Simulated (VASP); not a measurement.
Write the native input for VASP 6.6.1 that does the following.

* Task: relaxation of cell and atoms
* Functional: PBE
* Potentials or basis: VASP PAW PBE potentials, release 64 (Hf_pv, C_h)
* Cutoff: 900 eV
* k mesh: 16 × 16 × 16
* Occupations: gaussian, width 0.1 eV
* Spin: no spin polarisation
* Further INCAR settings: ALGO = Normal; EDIFF = 1e-07; IBRION = 2; EDIFFG = -0.002; NSW = 80; ISIF = 3

The structure of HfC lies in POSCAR:

```
HfC
1.0
    0.0000000000      2.3250000000      2.3250000000
    2.3250000000      0.0000000000      2.3250000000
    2.3250000000      2.3250000000      0.0000000000
Hf C
1 1
Direct
    0.5000000000      0.5000000000      0.5000000000
    0.0000000000      0.0000000000      0.0000000000
```

These files were run (other wordings do the same):

INCAR

```
SYSTEM = HfC
  PREC = Accurate
  ENCUT = 900
  EDIFF = 1E-7
  ISMEAR = 0
  SIGMA = 0.1
  LREAL = .FALSE.
  LASPH = .TRUE.
  NELM = 100
  ALGO = Normal
  ISIF = 3
  LWAVE = .FALSE.
  LCHARG = .FALSE.
  GGA = PE
  IBRION = 2
  NSW = 80
  EDIFFG = -0.002
```

KPOINTS

```
Automatic mesh
0
G
  16 16 16
  0 0 0
```

Potentials or basis: VASP PAW PBE potentials, release 64 (Hf_pv, C_h).

Run with:

```bash
$ cat potpaw_PBE.64/Hf_pv/POTCAR potpaw_PBE.64/C_h/POTCAR > POTCAR
$ mpirun -np 1 vasp_std > vasp.out
```

Results of the run:

- Relaxed volume: 12.54 Å³/atom
- Relaxed cell: a = 3.286 Å, b = 3.286 Å, c = 3.286 Å, α = 60.00°, β = 60.00°, γ = 60.00°
- Space group after relaxing (to 0.05 Å): Fm-3m (No. 225)
- Energy gained by relaxing: 0.1 meV/atom
- Ionic steps: 4
- Pressure after relaxing: 0.0 GPa
- Band gap on the k mesh: none (metal or under the smearing width)

Caveat: the cutoff is under 1.25 times the usual one of these potentials, so pressure, stress and relaxed cells hold a basis-set (Pulay) error.

Wall time 82 s on 1 thread of Intel(R) Xeon(R) Platinum 8488C (Sapphire Rapids), with other jobs on the host, peak memory 0.27 GiB.
